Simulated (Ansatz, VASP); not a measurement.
# BP in two plane-wave programs

Wanted: the spread between two codes on one cell, functional and k mesh. The cell is taken from a series of runs on this material, whose earlier steps may have relaxed, scaled, displaced or heated it; both programs get it as it stands.

Method: plane waves, with VASP 6.6.1 beside it; zone-centre phonons at LDA, in Ansatz 0.2.0.

**1. Set-up**

The structure is cubic, space group F-43m (No. 216). Conventional cell: a = 4.491 Å, b = 4.491 Å, c = 4.491 Å, α = 90.00°, β = 90.00°, γ = 90.00°. Nearest to B lie 4 P at 1.94 Å. Nearest to P lie 4 B at 1.94 Å. Farther neighbours are not listed.

**2. Ansatz: zone-centre phonons, LDA**

Ansatz runs on its PAW soft_1 files.

Second derivatives magnify differences that forces hide, and they need a tight electronic threshold.

input.yaml

```yaml
crystal:
  lattice:
    - [0.0, 2.2452912016, 2.2452912016]
    - [2.2452912016, 0.0, 2.2452912016]
    - [2.2452912016, 2.2452912016, 0.0]
  atoms:
    - { symbol: B, position: [0.0, 0.0, 0.0] }
    - { symbol: P, position: [0.75, 0.75, 0.75] }
total_charge: -0.013583
kpoints:
  mp_grid: { grid: [36, 36, 36] }
hamiltonian:
  xc: lda
  pseudopotentials: { kind: paw, azcp: { folder: soft_1 }, xc_functional: pbe }
scf:
  occupations: { method: fermi_dirac, width: 0.03 }
output:
  eigenvalues: true
phonons:
  method: dfpt
```

On the command line:

```
ansatz run input.yaml --threads 8 --pin off --max-ram 16384MiB --backend cpu --events-out ev --progress --plain --runs-dir out
```

Numbers of over 12 decimals in the logs are rounded to 6 here.

The program printed:

```text
zone centre: on kpoints.mp_grid the ground state, and the responses unless they are solved on pairs of k-points, stand on 3349 of the mesh's 46656 k-points, reduced under 8 symmetry operations, with k and −k counted as one. Each operation leaves every solved displacement unchanged or reverses it
Engine: ansatz 0.2.0, aarch64-unknown-linux-gnu
Pseudopotentials: kind: paw
Pseudopotential: B, paw, valence charge 3, recommended cutoff 420 eV (normal), soft_1/B.paw.azcp
Pseudopotential: P, paw, valence charge 5, recommended cutoff 420 eV (normal), soft_1/P.paw.azcp
Functional definition: SPW92
  exchange = slater_x
  correlation = pw_c
Crystal: 2 atoms, lattice volume = 22.639 Å³
Basis set: ecut = 420 eV, 459 PW (Γ), exchange–correlation on 48×48×48 points (8 copies of the dense FFT grid, shifted against one another)
Bands: 9, of which v1, the nominal top of the filled ones, is band 4 counted from 1 (3 counted from 0)
Symmetry: 24 space group operations
k-points: 3349 of 46656 (irreducible under 8 space group operations, time reversal used)
Non-local potential: B, projectors of the file, l = 0: 2, l = 1: 2, l = 2: 1
Non-local potential: P, projectors of the file, l = 0: 2, l = 1: 2, l = 2: 1
PAW form: soft (Blöchl's): semilocal exchange-correlation on the pseudo side does not see the compensation charge
PAW frozen core: B, regenerated for the run's functional, and the local potential with it (the file was generated under x = pbe(κ = 0.804, μ = 0.219515), c = pbe(β = 0.066725))
PAW frozen core: P, regenerated for the run's functional, and the local potential with it (the file was generated under x = pbe(κ = 0.804, μ = 0.219515), c = pbe(β = 0.066725))
PAW one-centre angular grid: B, 110 points (default); XC on 64 Gauss nodes
PAW one-centre angular grid: P, 110 points (default); XC on 64 Gauss nodes
Initial density: superposition of atomic densities (chi_scale 0.1, normalization cell, long waves kept (reshape's long-wave potential 0.00 eV rms))
Initial wavefunctions: pseudopotential atomic-orbital guess
Functional: x = slater, c = lda
SCF iter   1: F=—  HF=-877.332799 eV  |F-HF|=—  |Δ(HF+E_count)|=         —  Δρ=9.60e-2  dr2=2.34e0  ethr=3.10e-3  ⟨swp⟩=6.4  Hψ=271289  notcnv=0
preconditioner: auto → none  [metal: Δε(μ)=0.008 eV  Ē_g=14.233 eV  σ=0.030 eV  W_gap=0.07  n_scr=0 (ndim 8)  ℏωp=22.1 eV  f_vac=0.000  D(μ)=0.12/eV (n_scr^D=0)]
SCF iter   2: F=—  HF=-876.548591 eV  |F-HF|=—  |Δ(HF+E_count)|=   7.84e-1  Δρ=2.99e-2  dr2=1.54e-1  ethr=3.10e-3  ⟨swp⟩=3.0  Hψ=86620  notcnv=0  defer=2862
SCF iter   3: F=—  HF=-876.497535 eV  |F-HF|=—  |Δ(HF+E_count)|=   5.11e-2  Δρ=1.13e-2  dr2=1.80e-2  ethr=1.93e-3  ⟨swp⟩=3.0  Hψ=54454  notcnv=0  defer=2862
SCF iter   4: F=—  HF=-876.492153 eV  |F-HF|=—  |Δ(HF+E_count)|=   5.38e-3  Δρ=1.57e-3  dr2=2.60e-4  ethr=2.25e-4  ⟨swp⟩=3.0  Hψ=53179  notcnv=0  defer=2862
SCF iter   5: F=—  HF=-876.492101 eV  |F-HF|=—  |Δ(HF+E_count)|=   5.20e-5  Δρ=5.84e-5  dr2=2.74e-7  ethr=3.25e-6  ⟨swp⟩=2.1  Hψ=36474  notcnv=0  defer=2862
SCF iter   6: F=—  HF=-876.492101 eV  |F-HF|=—  |Δ(HF+E_count)|=   1.95e-7  Δρ=1.11e-5  dr2=1.20e-8  ethr=3.42e-9  ⟨swp⟩=2.4  Hψ=43576  notcnv=0  defer=2862
SCF iter   7: F=—  HF=-876.492101 eV  |F-HF|=—  |Δ(HF+E_count)|=   1.32e-9  Δρ=5.29e-7  dr2=7.95e-11  ethr=1.50e-10  ⟨swp⟩=2.0  Hψ=39564  notcnv=0  defer=2862
SCF iter   8: F=-876.492101 eV  HF=-876.492101 eV  |F-HF|=3.41e-13  |Δ(HF+E_count)|=  3.38e-11  Δρ=7.45e-9  dr2=8.99e-15  ethr=1.00e-12  ⟨swp⟩=11.8  Hψ=187848  notcnv=0
SCF 1 converged in 8 iterations: F = -876.492101 eV  dr2 = 8.99e-15
  greatest PAW one-centre occupation: 0.763 electrons in one spin orbital (limit 2), on the P atom at site 1 (counted from 0), in its partial waves of l = 0
DFPT response loops at Γ: preconditioner auto → Kerker (q_TF=auto, 2.295 Å⁻¹) (partly filled bands, converged f_vac=0.000); β = 1.00, the filter's whole step (`scf.mixing.beta` (0.50) is not read by the response loops under this deck's `scf.mixing.preconditioner`; to damp them name `kerker` or `kerker_dos`, under which they read `scf.mixing.beta`, and type it under 1.00, their step now; both keys bind the ground state too); Broyden in place of MSR1
SCF converged after 8 iterations
Free energy (F): -876.492101 eV
Harris-Foulkes:  -876.492101 eV  (|F-HF|=3.41e-13)
Internal energy: -876.491756 eV  (E = F + TS)
E sigma→0 (E₀):  -876.491928 eV
Entropy (-TS):   -0.000346 eV (-0.173 meV/atom)
Fermi energy:    10.774882 eV
--- Per-component energies (eV) ---
  E_band       = 23.157735
  E_kinetic    = 122.646518
  E_local      = -61.129959  (includes V_loc(G=0)·N_el)
  E_nonlocal   = 41.810856
  E_hartree    = 16.684379
  E_xc         = -106.723682
  E_vxc        = -102.215901  (∫ρ·V_xc dr)
  E_paw        = -601.436941  (= ΣΔE_a)
  E_vpaw       = -11.322545  (= ΣTr[D̂ρ^β])
  E_aug_tail   = 0.000009  (compensation charges beyond the density's cutoff)
  E_ewald      = -288.506121
  E_core_change = 0.163186  (= ΣΔE_core)
  E_smearing   = -0.000346  (= −TS)
  E_closure    = -0.000000  (closes the sum)
  E_deformation_potential = -0.227496  (in the stress; not in F)
  Σ components = -876.492101   (vs F -876.492101, Δ=0.00e0)
--- Band table (eV; the first three rows and the last of 3349) ---
  k-point 0: bands = ["-6.2149", "9.4611", "9.4611", "9.4611", "12.8858", "12.8858", "12.8858", "17.2863", "20.9329"]
  k-point 1: bands = ["-6.2007", "9.3347", "9.4343", "9.4343", "12.9227", "12.9227", "12.9438", "17.3253", "20.9814"]
  k-point 2: bands = ["-6.1579", "8.9890", "9.3581", "9.3581", "13.0278", "13.0278", "13.0852", "17.4404", "21.1233"]
  k-point 3348: bands = ["-0.9160", "1.3969", "3.5909", "3.7886", "14.6866", "16.1847", "16.8025", "17.0817", "22.3276"]
--- Phonons (Γ-DFPT): 2 representative perturbations + reference, on 3349 of 46656 k-points (Σ response iterations 5) ---
  k mesh reduced under 8 symmetry operations, with k and −k counted as one. Each operation leaves every solved displacement unchanged or reverses it
  ASR residual: 2.681e-6 → 0.000e0 eV/Å²; symmetrization residual: 1.010e-8 eV/Å²
  ASR residual per site (eV/Å²): 1.04e-6 2.68e-6
  Γ frequencies (cm⁻¹): 0.00 0.00 0.00 816.62 816.62 816.62
  non-analytic LO–TO correction: not included (Born effective charges unavailable; polar crystals: no LO–TO splitting at Γ)
```

Reading the cycles: dr2 is the Hartree energy of the density residual (eV), the measure of convergence; HF is the Harris–Foulkes estimate of the energy, which meets the free energy F at convergence.

**3. VASP: zone-centre phonons, LDA**

The same cell, functional (in two slightly different forms), mesh and smearing now go to VASP, with its own data sets.

Lines of VASP's logs that name or quote its potential files are left out, and so is its time.

INCAR

```
SYSTEM = BP
PREC = Accurate
ENCUT = 500
EDIFF = 1E-08
NELM = 120
ISMEAR = -1
SIGMA = 0.03
LREAL = .FALSE.
ALGO = Normal
GGA = CA
NELECT = 8.013583
NBANDS = 10
LORBIT = 11
LWAVE = .FALSE.
LCHARG = .FALSE.
ISIF = 2
IBRION = 8
LASPH = .TRUE.
GGA_COMPAT = .FALSE.
KPAR = 2
```

POSCAR

```
BP
1.0
    0.0000000000      2.2452912016      2.2452912016
    2.2452912016      0.0000000000      2.2452912016
    2.2452912016      2.2452912016      0.0000000000
B P
1 1
Direct
    0.0000000000      0.0000000000      0.0000000000
    0.7500000000      0.7500000000      0.7500000000
```

KPOINTS

```
Automatic mesh
0
Gamma
36 36 36
0 0 0
```

The projector-augmented-wave data sets are B and P (LDA family, release 64).

On the command line:

```
mpirun -np 2 vasp_std
```

The program printed:

```text
[banner, memory and clock lines left out]
running    2 mpi-ranks, on    1 nodes
 distrk:  each k-point on    1 cores,    2 groups
 distr:  one band on    1 cores,    1 groups

 POSCAR found type information on POSCAR B P
 POSCAR found :  2 types and       2 ions
 LDA part: xc-table for (Slater(with rela. corr.)+CA(PZ))
 , standard interpolation
 POSCAR, INCAR and KPOINTS ok, starting setup
 FFT: planning ... GRIDC
 FFT: planning ... GRID_SOFT
 FFT: planning ... GRID
 WAVECAR not read
 entering main loop
       N       E                     dE             d eps       ncg     rms          rms(c)
DAV:   1     0.754265497695E+01    0.75427E+01   -0.39494E+03 24864   0.698E+02
DAV:   2    -0.146241720201E+02   -0.22167E+02   -0.21081E+02 34794   0.111E+02
DAV:   3    -0.151779173032E+02   -0.55375E+00   -0.55243E+00 30350   0.162E+01
DAV:   4    -0.151802048351E+02   -0.22875E-02   -0.22872E-02 30520   0.117E+00
DAV:   5    -0.151802153102E+02   -0.10475E-04   -0.10475E-04 29726   0.751E-02BRMIX: very serious problems
 the old and the new charge density differ
 old charge density:     8.00000 new    8.01358
BRMIX: very serious problems
 the old and the new charge density differ
 old charge density:     8.00000 new    8.01358
    0.769E+00
DAV:   6    -0.144124490712E+02    0.76777E+00   -0.17815E+00 27652   0.628E+00    0.407E+00
DAV:   7    -0.142898121722E+02    0.12264E+00   -0.29439E-01 31630   0.291E+00    0.131E+00
DAV:   8    -0.142768275921E+02    0.12985E-01   -0.35195E-02 29658   0.105E+00    0.242E-01
DAV:   9    -0.142768560672E+02   -0.28475E-04   -0.73884E-04 28098   0.206E-01    0.159E-01
DAV:  10    -0.142768510045E+02    0.50628E-05   -0.14079E-04 27478   0.715E-02    0.351E-02
DAV:  11    -0.142768528393E+02   -0.18348E-05   -0.56607E-06 31194   0.133E-02    0.371E-02
DAV:  12    -0.142768525196E+02    0.31973E-06   -0.19534E-06 28072   0.632E-03    0.891E-03
DAV:  13    -0.142768525280E+02   -0.83847E-08   -0.62175E-08 29568   0.169E-03
   1 F= -.14276853E+02 E0= -.14276680E+02  d E =-.344495E-03
 Linear response reoptimize wavefunctions to high precision
DAV:   1    -0.142768525248E+02    0.31777E-08   -0.11880E-08 27790   0.510E-04
DAV:   2    -0.142768525248E+02   -0.24329E-10   -0.23944E-10 14140   0.127E-04
 Linear response DOF=           2
 Linear response progress:
  Degree of freedom:   1/  2
       N       E                     dE             d eps       ncg     rms          rms(c)
RMM:   1    -0.465700031991E-01   -0.46570E-01   -0.78067E-03316942   0.116E+00
RMM:   2    -0.428252915338E-01    0.37447E-02   -0.11179E-03200099   0.242E-01    0.154E-01
RMM:   3    -0.427755031864E-01    0.49788E-04   -0.23742E-04207298   0.952E-02    0.803E-02
RMM:   4    -0.431900360930E-01   -0.41453E-03   -0.22821E-04202700   0.892E-02    0.976E-03
RMM:   5    -0.431657176152E-01    0.24318E-04   -0.83368E-07216264   0.112E-02    0.119E-03
RMM:   6    -0.431678214690E-01   -0.21039E-05    0.25519E-08216680   0.136E-03    0.447E-04
RMM:   7    -0.431664112533E-01    0.14102E-05    0.36320E-08220481   0.349E-04    0.107E-04
RMM:   8    -0.431666643387E-01   -0.25309E-06    0.11914E-08226588   0.644E-05    0.291E-05
RMM:   9    -0.431666346521E-01    0.29687E-07   -0.29101E-09228243   0.227E-05    0.348E-06
RMM:  10    -0.431666585406E-01   -0.23889E-07    0.14895E-08229462   0.724E-06    0.140E-06
RMM:  11    -0.431666500406E-01    0.85000E-08    0.10723E-08200159   0.408E-06    0.192E-07
 first order change of Fermi-energy   0.25532E-04
 force on displaced ion       1 direction 1 : -19.557   0.000   0.000
 Linear response progress:
  Degree of freedom:   2/  2
       N       E                     dE             d eps       ncg     rms          rms(c)
RMM:   1    -0.438574996742E-01   -0.43857E-01    0.60330E-04297563   0.144E+00
RMM:   2    -0.410048537594E-01    0.28526E-02   -0.10290E-03196726   0.222E-01    0.151E-01
RMM:   3    -0.410193237680E-01   -0.14470E-04   -0.41812E-05209738   0.376E-02    0.853E-02
RMM:   4    -0.413032043112E-01   -0.28388E-03   -0.33610E-05208379   0.362E-02    0.795E-03
RMM:   5    -0.412721027082E-01    0.31102E-04   -0.34825E-06219561   0.623E-03    0.383E-03
RMM:   6    -0.412670647797E-01    0.50379E-05   -0.30612E-07218128   0.829E-04    0.244E-03
RMM:   7    -0.412669199361E-01    0.14484E-06    0.23139E-08221555   0.415E-04    0.123E-04
RMM:   8    -0.412664252254E-01    0.49471E-06    0.59641E-09223858   0.717E-05    0.559E-05
RMM:   9    -0.412663398321E-01    0.85393E-07    0.18839E-08228520   0.234E-05    0.420E-06
RMM:  10    -0.412663529112E-01   -0.13079E-07    0.97851E-09231155   0.669E-06    0.538E-06
RMM:  11    -0.412663439714E-01    0.89398E-08    0.57861E-09198131   0.431E-06    0.299E-07
 first order change of Fermi-energy   0.15000E-05
 force on displaced ion       2 direction 1 : -19.559  -0.000  -0.000
 Linear response finished
```

Parts of OUTCAR (step 3):

```text
NELECT = 8.013583

 ion  position               nearest neighbor table
   1  0.000  0.000  0.000-   2 1.94   2 1.94   2 1.94   2 1.94
   2  0.750  0.750  0.750-   1 1.94   1 1.94   1 1.94   1 1.94

  LATTYP: Found a face centered cubic cell.
 ALAT       =     4.4905824032

 Subroutine GETGRP returns: Found 24 space group operations
 (whereof 24 operations were pure point group operations)

The static configuration has the point symmetry T_d .

 Found   1240 irreducible k-points:

   k-points           NKPTS =   1240   k-points in BZ     NKDIM =   1240   number of bands    NBANDS=     10

   dimension x,y,z NGX =    24 NGY =   24 NGZ =   24
   dimension x,y,z NGXF=    48 NGYF=   48 NGZF=   48

   ENCUT  =  500.0 eV  36.75 Ry    6.06 a.u.   5.79  5.79  5.79*2*pi/ulx,y,z

 k-points in reciprocal lattice and weights: Automatic mesh
   0.00000000  0.00000000  0.00000000       0.000
   0.02777778  0.00000000  0.00000000       0.000
   0.05555556  0.00000000  0.00000000       0.000
   0.08333333  0.00000000  0.00000000       0.000
   0.11111111  0.00000000  0.00000000       0.000
   0.13888889  0.00000000  0.00000000       0.000
   0.16666667  0.00000000  0.00000000       0.000
   0.19444444  0.00000000  0.00000000       0.000
   0.22222222  0.00000000  0.00000000       0.000
[...]
-0.27777778  0.50000000  0.22222222       0.000
  -0.25000000  0.50000000  0.25000000       0.000

 average (electrostatic) potential at core
       1 -29.5507       2 -81.9050

  Total        0.1312389      0.1312389      0.1312389     -0.0000000     -0.0000000      0.0000000
  in kB        9.2880641      9.2880641      9.2880641     -0.0000000     -0.0000000      0.0000000
  external PRESSURE =       9.2880641 kB  Pullay stress =       0.0000000 kB

  energy-cutoff  :      500.00
  volume of cell :       22.64
      direct lattice vectors                 reciprocal lattice vectors
     0.000000000  2.245291202  2.245291202    -0.222688264  0.222688264  0.222688264
     2.245291202  0.000000000  2.245291202     0.222688264 -0.222688264  0.222688264
     2.245291202  2.245291202  0.000000000     0.222688264  0.222688264 -0.222688264

 POSITION                                       TOTAL-FORCE (eV/Angst)
 -----------------------------------------------------------------------------------
      0.00000      0.00000      0.00000        -0.000000     -0.000000     -0.000000
      3.36794      3.36794      3.36794         0.000000      0.000000      0.000000
 -----------------------------------------------------------------------------------
    total drift:                               -0.000000     -0.000000     -0.000000

 Eigenvectors and eigenvalues of the dynamical matrix
 ----------------------------------------------------

   1 f  =   24.422329 THz   153.450017 2PiTHz  814.641199 cm-1   101.002591 meV
             X         Y         Z           dx          dy          dz
      0.000000  0.000000  0.000000     0.860958   -0.000000    0.000000
      3.367937  3.367937  3.367937    -0.508675    0.000000    0.000000

   2 f  =   24.422329 THz   153.450017 2PiTHz  814.641199 cm-1   101.002591 meV
             X         Y         Z           dx          dy          dz
      0.000000  0.000000  0.000000    -0.000000   -0.860958    0.000000
      3.367937  3.367937  3.367937     0.000000    0.508675    0.000000

   3 f  =   24.422329 THz   153.450017 2PiTHz  814.641199 cm-1   101.002591 meV
             X         Y         Z           dx          dy          dz
      0.000000  0.000000  0.000000     0.000000    0.000000    0.860958
      3.367937  3.367937  3.367937     0.000000    0.000000   -0.508675

   4 f/i=    0.000594 THz     0.003734 2PiTHz    0.019824 cm-1     0.002458 meV
             X         Y         Z           dx          dy          dz
      0.000000  0.000000  0.000000     0.000000    0.000000   -0.508675
      3.367937  3.367937  3.367937     0.000000    0.000000   -0.860958

   5 f/i=    0.000594 THz     0.003734 2PiTHz    0.019824 cm-1     0.002458 meV
             X         Y         Z           dx          dy          dz
      0.000000  0.000000  0.000000    -0.051300   -0.506082    0.000000
      3.367937  3.367937  3.367937    -0.086829   -0.856569    0.000000

   6 f/i=    0.000594 THz     0.003734 2PiTHz    0.019824 cm-1     0.002458 meV
             X         Y         Z           dx          dy          dz
      0.000000  0.000000  0.000000    -0.506082    0.051300    0.000000
      3.367937  3.367937  3.367937    -0.856569    0.086829    0.000000

 ELASTIC MODULI CONTR FROM IONIC RELAXATION (kBar)
 Direction    XX          YY          ZZ          XY          YZ          ZX
 --------------------------------------------------------------------------------
 XX          -0.0000     -0.0000     -0.0000      0.0000      0.0000      0.0000
 YY          -0.0000     -0.0000     -0.0000      0.0000      0.0000      0.0000
 ZZ          -0.0000     -0.0000     -0.0000      0.0000      0.0000      0.0000
 XY           0.0000      0.0000      0.0000   -246.1940     -0.0000     -0.0000
 YZ           0.0000      0.0000      0.0000     -0.0000   -246.1940      0.0000
 ZX           0.0000      0.0000      0.0000     -0.0000      0.0000   -246.1940
 --------------------------------------------------------------------------------
```

**4. Differences**

Known differences besides the potentials themselves: the two LDA forms differ slightly; the cutoff is 420 eV in Ansatz and 500 eV in VASP; VASP's log shows a relativistic correction to its local exchange, Ansatz's none. Total energies have different zeros and are not compared.

Both answers:

```csv
quantity,Ansatz,VASP,difference
optical mode 1 to 3 (cm⁻¹),816.6,814.6,+0.24 %
```

Modes are paired by rising frequency, not by their patterns, so a pair may set unlike modes beside each other; they are those without the splitting of longitudinal modes. The cell carries a charge of -0.013583 e against a uniform background, so its pressure also hangs on how the neutralising background is counted, and in a defect's cell a gap may be the spacing between its levels.

**5. Outcome**

* r.m.s. difference of the optical zone-centre modes, each program's sorted by frequency (zone-centre phonons, LDA): 2.0 cm⁻¹

**Reading.** The r.m.s. difference of the optical zone-centre modes, each program's sorted by frequency is 2.0 cm⁻¹ (zone-centre phonons, LDA). Such differences can come from data sets, numerical settings and the points named under the comparisons, not from the functional's error against experiment.

[Lines on the potential files, build, host, timing and source positions are cut from VASP's logs without a mark.]

[Logs are printed without paths, hosts, clocks, repeated set-up lines and the standing remarks that a program may print on its own settings, such as how far it seeks lower states.]

[Hosts, paths, dates, database ids (printed as entryN), source tags and the programs' standing remarks are cut or masked in the printed files.]
